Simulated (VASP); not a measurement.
# Si3Bi2Te3 (P-3m1) in VASP: band structure with PBE

Aim: the band structure of Si3Bi2Te3 with PBE.

Program: VASP 6.6.1. These are calculated values, not measurements. Logs are shortened: lines on timing, memory, paths and dates and some standing lists are left out, and cuts for length are marked.

## (1) The crystal as given

The structure is trigonal, space group P-3m1 (No. 164). Conventional cell: a = 4.101 Å, b = 4.101 Å, c = 31.900 Å, α = 90.00°, β = 90.00°, γ = 120.00°. Around Si (site symmetry 3m) lie 4 Si at 2.37 to 2.47 Å. Around Si (site symmetry 3m) lie 4 Si at 2.37 to 2.46 Å. Si (site symmetry 3m) is surrounded by 3 Si at 2.46 Å and 1 Te at 2.64 Å. Bi (site symmetry 3m) has 6 Te at 3.05 to 3.35 Å as nearest neighbours. Bi (site symmetry 3m) has 6 Te at 3.16 to 3.18 Å as nearest neighbours. Te (site symmetry 3m) has 3 Bi at 3.05 Å as nearest neighbours. Te (site symmetry 3m) is surrounded by 6 Bi at 3.18 to 3.35 Å. Around Te (site symmetry 3m) lie 1 Si at 2.64 Å.

The cell was built by a generator and needn't be a form met in nature.

## (2) Band structure, PBE

Contents of POSCAR:

```
Si3Bi2Te3
1.0
    4.1009200000      0.0000000000      0.0000000000
   -2.0504600000      3.5515010000      0.0000000000
    0.0000000000      0.0000000000     31.8997400000
Si Bi Te
6 4 6
Direct
    0.3333330000      0.6666670000      0.0109180000
    0.3333330000      0.6666670000      0.0853630000
    0.0000000000      0.0000000000      0.1064610000
    0.6666670000      0.3333330000      0.9890820000
    0.6666670000      0.3333330000      0.9146370000
    0.0000000000      0.0000000000      0.8935390000
    0.0000000000      0.0000000000      0.3954150000
    0.3333330000      0.6666670000      0.2547080000
    0.6666670000      0.3333330000      0.7452920000
    0.0000000000      0.0000000000      0.6045850000
    0.3333330000      0.6666670000      0.4558990000
    0.6666670000      0.3333330000      0.3210990000
    0.0000000000      0.0000000000      0.1893330000
    0.0000000000      0.0000000000      0.8106670000
    0.6666670000      0.3333330000      0.5441010000
    0.3333330000      0.6666670000      0.6789010000
```

Contents of INCAR.step1:

```
SYSTEM = Si3Bi2Te3
PREC     = Accurate       ! precision mode
ENCUT    = 520            ! plane-wave cutoff, eV
EDIFF    = 1E-7           ! SCF threshold, eV
ISMEAR   = 0              ! smearing method
SIGMA    = 0.1            ! smearing width, eV
LREAL    = .FALSE.        ! projectors in reciprocal space
LASPH    = .TRUE.         ! aspherical terms in the spheres
NELM     = 100            ! most SCF steps
ALGO     = Normal         ! electronic algorithm
ISIF     = 2              ! what is computed and relaxed
LWAVE    = .FALSE.        ! write WAVECAR
LCHARG   = .TRUE.         ! write CHGCAR
GGA      = PE             ! functional
NBANDS   = 74             ! bands
KPAR     = 4
```

Contents of KPOINTS.step1:

```
regular mesh
0
G
  8 8 1
  0 0 0
```

Contents of INCAR.step2:

```
SYSTEM = Si3Bi2Te3
PREC     = Accurate       ! precision mode
ENCUT    = 520            ! plane-wave cutoff, eV
EDIFF    = 1E-7           ! SCF threshold, eV
ISMEAR   = 0              ! smearing method
SIGMA    = 0.05           ! smearing width, eV
LREAL    = .FALSE.        ! projectors in reciprocal space
LASPH    = .TRUE.         ! aspherical terms in the spheres
NELM     = 100            ! most SCF steps
ALGO     = Normal         ! electronic algorithm
ISIF     = 2              ! what is computed and relaxed
LWAVE    = .FALSE.        ! write WAVECAR
LCHARG   = .FALSE.        ! write CHGCAR
GGA      = PE             ! functional
NBANDS   = 74             ! bands
KPAR     = 4            
ICHARG   = 11             ! starting density
```

Contents of KPOINTS.step2:

```
path GMKGALHA,LM,KH
15
line-mode
reciprocal
 0.0000000000  0.0000000000  0.0000000000  G
 0.5000000000  0.0000000000  0.0000000000  M

 0.5000000000  0.0000000000  0.0000000000  M
 0.3333333333  0.3333333333  0.0000000000  K

 0.3333333333  0.3333333333  0.0000000000  K
 0.0000000000  0.0000000000  0.0000000000  G

 0.0000000000  0.0000000000  0.0000000000  G
 0.0000000000  0.0000000000  0.5000000000  A

 0.0000000000  0.0000000000  0.5000000000  A
 0.5000000000  0.0000000000  0.5000000000  L

 0.5000000000  0.0000000000  0.5000000000  L
 0.3333333333  0.3333333333  0.5000000000  H

 0.3333333333  0.3333333333  0.5000000000  H
 0.0000000000  0.0000000000  0.5000000000  A

 0.5000000000  0.0000000000  0.5000000000  L
 0.5000000000  0.0000000000  0.0000000000  M

 0.3333333333  0.3333333333  0.0000000000  K
 0.3333333333  0.3333333333  0.5000000000  H
```

Potentials or basis: VASP PAW PBE potentials, release 64 (Si, Bi_d, Te).

Command:

```console
$ cat potpaw_PBE.64/Si/POTCAR potpaw_PBE.64/Bi_d/POTCAR potpaw_PBE.64/Te/POTCAR > POTCAR
$ cp INCAR.step1 INCAR
$ cp KPOINTS.step1 KPOINTS
$ mpirun -np 4 vasp_std > vasp.out
$ cp INCAR.step2 INCAR
$ cp KPOINTS.step2 KPOINTS
$ mpirun -np 4 vasp_std > vasp.out
```

OUTCAR:

```text
SYSTEM = Si3Bi2Te3
   PREC = Accurate
   ENCUT = 520
   EDIFF = 1E-7
   ISMEAR = 0
   LREAL = .FALSE.
   LASPH = .TRUE.
   NELM = 100
   ISIF = 2
   GGA = PE
   ICHARG = 11

 ion  position               nearest neighbor table
   1  0.333  0.667  0.011-   2 2.37   4 2.47   4 2.47   4 2.47
   2  0.333  0.667  0.085-   1 2.37   3 2.46   3 2.46   3 2.46
   3  0.000  0.000  0.106-   2 2.46   2 2.46   2 2.46  13 2.64
   4  0.667  0.333  0.989-   5 2.37   1 2.47   1 2.47   1 2.47
   5  0.667  0.333  0.915-   4 2.37   6 2.46   6 2.46   6 2.46
   6  0.000  0.000  0.894-   5 2.46   5 2.46   5 2.46  14 2.64
   7  0.000  0.000  0.395-  11 3.05  11 3.05  11 3.05  12 3.35  12 3.35  12 3.35
   8  0.333  0.667  0.255-  13 3.16  13 3.16  13 3.16  12 3.18  12 3.18  12 3.18
   9  0.667  0.333  0.745-  14 3.16  14 3.16  14 3.16  16 3.18  16 3.18  16 3.18
  10  0.000  0.000  0.605-  15 3.05  15 3.05  15 3.05  16 3.35  16 3.35  16 3.35
  11  0.333  0.667  0.456-   7 3.05   7 3.05   7 3.05  15 3.68  15 3.68  15 3.68
  12  0.667  0.333  0.321-   8 3.18   8 3.18   8 3.18   7 3.35   7 3.35   7 3.35
  13  0.000  0.000  0.189-   3 2.64   8 3.16   8 3.16   8 3.16
  14  0.000  0.000  0.811-   6 2.64   9 3.16   9 3.16   9 3.16
  15  0.667  0.333  0.544-  10 3.05  10 3.05  10 3.05  11 3.68  11 3.68  11 3.68
  16  0.333  0.667  0.679-   9 3.18   9 3.18   9 3.18  10 3.35  10 3.35  10 3.35

  LATTYP: Found a hexagonal cell.
 ALAT       =     4.1009200000
 C/A-ratio  =     7.7786789306

  Lattice vectors:

 A1 = (   4.1009200000,   0.0000000000,   0.0000000000)
 A2 = (  -2.0504600000,   3.5515010000,   0.0000000000)
 A3 = (   0.0000000000,   0.0000000000,  31.8997400000)

Analysis of symmetry for initial positions (statically):
=====================================================================
 Subroutine PRICEL returns:
 Original cell was already a primitive cell.

 Routine SETGRP: Setting up the symmetry group for a
 hexagonal supercell.

 Subroutine GETGRP returns: Found 12 space group operations
 (whereof 12 operations were pure point group operations)
 out of a pool of 24 trial point group operations.

The static configuration has the point symmetry D_3d.

Analysis of symmetry for dynamics (positions and initial velocities):
=====================================================================
 Subroutine PRICEL returns:
 Original cell was already a primitive cell.

 Routine SETGRP: Setting up the symmetry group for a
 hexagonal supercell.

 Subroutine GETGRP returns: Found 12 space group operations
 (whereof 12 operations were pure point group operations)
 out of a pool of 24 trial point group operations.

The dynamic configuration has the point symmetry D_3d.

 Subroutine INISYM returns: Found 12 space group operations
 (whereof 12 operations are pure point group operations),
 and found     1 'primitive' translations

----------------------------------------------------------------------------------------

                                     Primitive cell

  volume of cell :     464.6013

  direct lattice vectors                    reciprocal lattice vectors
     4.100920000  0.000000000  0.000000000     0.243847722  0.140785544  0.000000000
    -2.050460000  3.551501000  0.000000000     0.000000000  0.281571088  0.000000000
     0.000000000  0.000000000 31.899740000     0.000000000  0.000000000  0.031348218

  length of vectors
     4.100920000  4.100920088 31.899740000     0.281571094  0.281571088  0.031348218

  position of ions in fractional coordinates (direct lattice)
     0.333333000  0.666667000  0.010918000
     0.333333000  0.666667000  0.085363000
     0.000000000  0.000000000  0.106461000
     0.666667000  0.333333000  0.989082000
     0.666667000  0.333333000  0.914637000
     0.000000000  0.000000000  0.893539000
[... 8 lines left out ...]
     0.666667000  0.333333000  0.544101000
     0.333333000  0.666667000  0.678901000

  ion indices of the primitive-cell ions
   primitive index   ion index
                 1           1
                 2           2
                 3           3
                 4           4
                 5           5
                 6           6
[... 8 lines left out ...]
                15          15
                16          16

----------------------------------------------------------------------------------------

 KPOINTS: path GMKGALHA,LM,KH

Interpolating k-points between supplied coordinates.

 Line segments in fractional coordinates (reciprocal lattice):
    0.000000  0.000000  0.000000  ...  0.500000  0.000000  0.000000
    0.500000  0.000000  0.000000  ...  0.333333  0.333333  0.000000
    0.333333  0.333333  0.000000  ...  0.000000  0.000000  0.000000
    0.000000  0.000000  0.000000  ...  0.000000  0.000000  0.500000
    0.000000  0.000000  0.500000  ...  0.500000  0.000000  0.500000
    0.500000  0.000000  0.500000  ...  0.333333  0.333333  0.500000
    0.333333  0.333333  0.500000  ...  0.000000  0.000000  0.500000
    0.500000  0.000000  0.500000  ...  0.500000  0.000000  0.000000
    0.333333  0.333333  0.000000  ...  0.333333  0.333333  0.500000

 Generated    15 points on each line segment, for a total of    135 k-points:

 Following reciprocal coordinates:
            Coordinates               Weight
  0.000000  0.000000  0.000000      0.007407
  0.035714  0.000000  0.000000      0.007407
  0.071429  0.000000  0.000000      0.007407
  0.107143  0.000000  0.000000      0.007407
  0.142857  0.000000  0.000000      0.007407
  0.178571  0.000000  0.000000      0.007407
[... 16 lines left out ...]
  0.416667  0.166667  0.000000      0.007407
  0.404762  0.190476  0.000000      0.007407
 [... further k-points ...]
   k-points           NKPTS =    135   k-points in BZ     NKDIM =    135   number of bands    NBANDS=     74
   number of dos      NEDOS =    301   number of ions     NIONS =     16
   total plane-waves  NPLWV = 216000
   dimension x,y,z NGX =    30 NGY =   30 NGZ =  240
   dimension x,y,z NGXF=    60 NGYF=   60 NGZF=  480
   ions per type =               6   4   6
   NGX,Y,Z   is equivalent  to a cutoff of  12.16, 12.16, 12.51 a.u.
   NGXF,Y,Z  is equivalent  to a cutoff of  24.32, 24.32, 25.02 a.u.
 SYSTEM =  Si3Bi2Te3
   PREC   = accura    normal or accurate (medium, high low for compatibility)
   ISTART =      0    job   : 0-new  1-cont  2-samecut
   ICHARG =     11    charge: 1-file 2-atom 10-const
   ISPIN  =      1    spin polarized calculation?
   LNONCOLLINEAR =      F non collinear calculations
   LSORBIT =      F    spin-orbit coupling
   LASPH  =      T    aspherical Exc in radial PAW
   ENCUT  =  520.0 eV  38.22 Ry    6.18 a.u.   7.62  7.62 59.31*2*pi/ulx,y,z
   NELM   =    100;   NELMIN=  2; NELMDL=  0     # of ELM steps
   EDIFF  = 0.1E-06   stopping-criterion for ELM
   LREAL  =      F    real-space projection
   EDIFFG = 0.1E-05   stopping-criterion for IOM
   NSW    =      0    number of steps for IOM
   IBRION =     -1    ionic relax: 0-MD 1-quasi-New 2-CG
   NFREE  =      0    steps in history (QN), initial steepest desc. (CG)
   ISIF   =      2    stress and relaxation
   ISYM   =      2    0-nonsym 1-usesym 2-fastsym
   POTIM  = 0.5000    time-step for ionic-motion
   TEBEG  =    0.0;   TEEND  =   0.0 temperature during run
   PSTRESS=    0.0 pullay stress
   NELECT =     120.0000    total number of electrons
   NUPDOWN=      -1.0000    fix difference up-down
   EMIN   =  10.00;   EMAX   =-10.00  energy-range for DOS
   EFERMI =   0.00;   METHOD = LEGACY
   ISMEAR =     0;   SIGMA  =   0.05  broadening in eV -4-tet -1-fermi 0-gaus
   EFERMI_NEDOS =   21; number of points for ismear=-14 and -15
   IALGO  =     38    algorithm
   IMIX   =      4    mixing-type and parameters
     AMIX     =   0.40;   BMIX     =  1.00
     AMIX_MAG =   1.60;   BMIX_MAG =  1.00
  volume/ion in A,a.u.               =      29.04       195.96
  Fermi-wavevector in a.u.,A,eV,Ry     =   1.042578  1.970186 14.789102  1.086968
  Thomas-Fermi vector in A             =   2.177249
   LORBIT       =      0    0 simple, 1 ext, 2 COOP (PROOUT), +10 PAW based schemes
   GGA     = PE    functional components
   LHFCALC =     F    Hartree Fock is set to
   AEXX    =    0.0000 exact exchange contribution
   IVDW    =     0    specifies the selected vdW correction
   LEPSILON=     F    determine dielectric tensor
   LRPA    =     F    only Hartree local field effects (RPA)
 non-spin polarized calculation
 Gauss-broadening in eV      SIGMA  =   0.05
  energy-cutoff  :      520.00
  volume of cell :      464.60
 maximum number of plane-waves:     12610

 number of electron     120.0000023 magnetization

 Free energy of the ion-electron system (eV)
  ---------------------------------------------------
  ext. energy  EPLUGINS =         0.00000000
  ---------------------------------------------------
  free energy    TOTEN  =       -61.48340379 eV

  energy without entropy =      -61.47539839  energy(sigma->0) =      -61.47940109

 E-fermi :   6.2438     XC(G=0):  -9.3327

 val. band max:        6.2431877276   @ k =   0.4167   0.1667   0.5000
 cond. band min:       6.2464365765   @ k =   0.3929   0.2143   0.5000
 fundamental gap:      0.0032488489
 Fermi energy:         6.2437537183

 k-point     1 :       0.0000    0.0000    0.0000
  band No.  band energies     occupation
      1     -17.0761      2.00000
      2     -17.0761      2.00000
      3     -17.0625      2.00000
      4     -17.0625      2.00000
      5     -17.0625      2.00000
      6     -17.0625      2.00000
[... 64 lines left out ...]
     71       8.2369      0.00000
     72       8.2374      0.00000
[... 1723 lines left out ...]
     71       8.6633      0.00000
     72       9.0831      0.00000

 [... further k-points ...]

 [bands above 72 left out]

------------------------ aborting loop because EDIFF is reached ----------------------------------------

  FORCE on cell =-STRESS in cart. coord.  units (eV):
  Direction    XX          YY          ZZ          XY          YZ          ZX
  --------------------------------------------------------------------------------------
  -------------------------------------------------------------------------------------
  Total       12.8812430     12.8812437     -5.7661887      0.0000000      0.0000000      0.0000000
  in kB       44.4209634     44.4209660    -19.8847005      0.0000000      0.0000000      0.0000000
  external PRESSURE =      22.9857430 kB  Pullay stress =       0.0000000 kB

 VOLUME and BASIS-vectors are now :
 -----------------------------------------------------------------------------
  energy-cutoff  :      520.00
  volume of cell :      464.60
      direct lattice vectors                 reciprocal lattice vectors
     4.100920000  0.000000000  0.000000000     0.243847722  0.140785544  0.000000000
    -2.050460000  3.551501000  0.000000000     0.000000000  0.281571088  0.000000000
     0.000000000  0.000000000 31.899740000     0.000000000  0.000000000  0.031348218

 POSITION                                       TOTAL-FORCE (eV/Angst)
 -----------------------------------------------------------------------------------
     -0.00000      2.36767      0.34828         0.000000      0.000000     -0.071659
     -0.00000      2.36767      2.72306         0.000000      0.000000     -0.069981
      0.00000      0.00000      3.39608         0.000000     -0.000000     -0.213255
      2.05046      1.18383     31.55146        -0.000000     -0.000000      0.071659
      2.05046      1.18383     29.17668         0.000000      0.000000      0.069981
      0.00000      0.00000     28.50366         0.000000      0.000000      0.213255
[... 8 lines left out ...]
      2.05046      1.18383     17.35668         0.000000     -0.000000     -0.001268
     -0.00000      2.36767     21.65677         0.000000      0.000000     -0.087968
 -----------------------------------------------------------------------------------
    total drift:                                0.000000      0.000000      0.000000

  FREE ENERGIE OF THE ION-ELECTRON SYSTEM (eV)
  ---------------------------------------------------
  free  energy   TOTEN  =       -61.4834037906 eV

  energy  without entropy=      -61.4753983866  energy(sigma->0) =      -61.47940109
```

It took 45 min on 4 MPI ranks of Intel Xeon Platinum 8375C at 2.90GHz (Ice Lake), shared host; peak memory 2.9 GiB.

What came out:

```yaml
Band_gap_along_the_path: none (metal or under the smearing width)
```

Levels at the corners of the path, in eV from the Fermi level:
```tsv
point	band 57	band 58	band 59	band 60	band 61	band 62	band 63	band 64
Γ	-0.42	-0.42	-0.27	-0.17	0.17	0.65	1.06	1.14
M	-1.65	-1.15	-1.07	-0.48	-0.08	0.02	0.51	0.55
M	-1.65	-1.15	-1.07	-0.48	-0.08	0.02	0.51	0.55
K	-2.20	-1.66	-1.66	-0.12	-0.09	0.07	0.07	1.09
K	-2.20	-1.66	-1.66	-0.12	-0.09	0.07	0.07	1.09
Γ	-0.42	-0.42	-0.27	-0.17	0.17	0.65	1.06	1.14
Γ	-0.42	-0.42	-0.27	-0.17	0.17	0.65	1.06	1.14
A	-0.39	-0.39	-0.22	-0.15	0.20	0.63	0.91	1.18
A	-0.39	-0.39	-0.22	-0.15	0.20	0.63	0.91	1.18
L	-1.57	-1.20	-1.04	-0.34	-0.28	0.01	0.48	0.59
L	-1.57	-1.20	-1.04	-0.34	-0.28	0.01	0.48	0.59
H	-2.10	-1.60	-1.60	-0.36	0.02	0.02	0.20	1.22
H	-2.10	-1.60	-1.60	-0.36	0.02	0.02	0.20	1.22
A	-0.39	-0.39	-0.22	-0.15	0.20	0.63	0.91	1.18
L	-1.57	-1.20	-1.04	-0.34	-0.28	0.01	0.48	0.59
M	-1.65	-1.15	-1.07	-0.48	-0.08	0.02	0.51	0.55
K	-2.20	-1.66	-1.66	-0.12	-0.09	0.07	0.07	1.09
H	-2.10	-1.60	-1.60	-0.36	0.02	0.02	0.20	1.22
```

Caveat: the log is that of the step along the path at fixed density, whose energy, stress, charges and moments have no meaning; spin-orbit coupling is left out, which moves the levels of the heavy elements.
